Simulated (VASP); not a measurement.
VASP input:

KPOINTS:
```
Automatic mesh
0
Gamma
10 10 7
0 0 0
```

INCAR:
```
LWAVE = .FALSE.
ALGO = Normal
NEDOS = 601   ! DOS grid
LREAL = .FALSE.   ! projection in real space or not
GGA = PS   ! PBEsol
LCHARG = .TRUE.
LMAXMIX = 4   ! l cut-off of mixed one-centre charges
SYSTEM = GaSb
LORBIT = 11
EDIFF = 1E-7
ISMEAR = -5   ! tetrahedra, Bloechl
PREC = Accurate
LASPH = .TRUE.
ENCUT = 400   ! plane-wave cut-off (eV)
ISIF = 2
NELM = 100
```

**POSCAR**
```
GaSb
1
    4.7441766101     0.0000000000     0.0000000000
   -2.3720883050     4.1085772248     0.0000000000
   -0.0000000000     0.0000000000     5.6963708863
Ga Sb
2 2
Direct
  0.3333330000   0.6666670000   0.2500000000
  0.6666670000   0.3333330000   0.7500000000
  0.6666670000   0.3333330000   0.2500000000
  0.3333330000   0.6666670000   0.7500000000
```

POTCAR, in this order: Ga_d Sb (PBE.64 set). Program: vasp_std.

**Question.** Translate this PBEsol calculation to Quantum ESPRESSO's pw.x.

**Answer.** One equivalent input (not run):
```
&CONTROL
  calculation = 'scf'
  pseudo_dir = './pseudo'
  outdir = './out'
  tprnfor = .true.
  tstress = .true.
/
&SYSTEM
  ibrav = 0
  nat = 4
  ntyp = 2
  ecutwfc = 80
  occupations = 'tetrahedra'
  input_dft = 'pbesol'
/
&ELECTRONS
  conv_thr = 7.3e-09
  electron_maxstep = 100
/
ATOMIC_SPECIES
  Ga 69.723 Ga.upf
  Sb 121.760 Sb.upf
CELL_PARAMETERS angstrom
     4.7441766    0.0000000    0.0000000
    -2.3720883    4.1085772    0.0000000
    -0.0000000    0.0000000    5.6963709
ATOMIC_POSITIONS crystal
  Ga   0.3333330  0.6666670  0.2500000
  Ga   0.6666670  0.3333330  0.7500000
  Sb   0.6666670  0.3333330  0.2500000
  Sb   0.3333330  0.6666670  0.7500000
K_POINTS automatic
  10 10 7 0 0 0
```
What does not carry over: the potentials are each code's own (VASP's PAW set, PseudoDojo norm-conserving files in pw.x), so ENCUT and ecutwfc are chosen apart and not converted; conv_thr bounds pw.x's estimated SCF error, while EDIFF bounds the energy change between steps.

The structure was generated: GaSb was put into the layered h-BN type type (P6_3/mmc), which need not be its known phase. It was relaxed first, which changed the volume by -41 %.
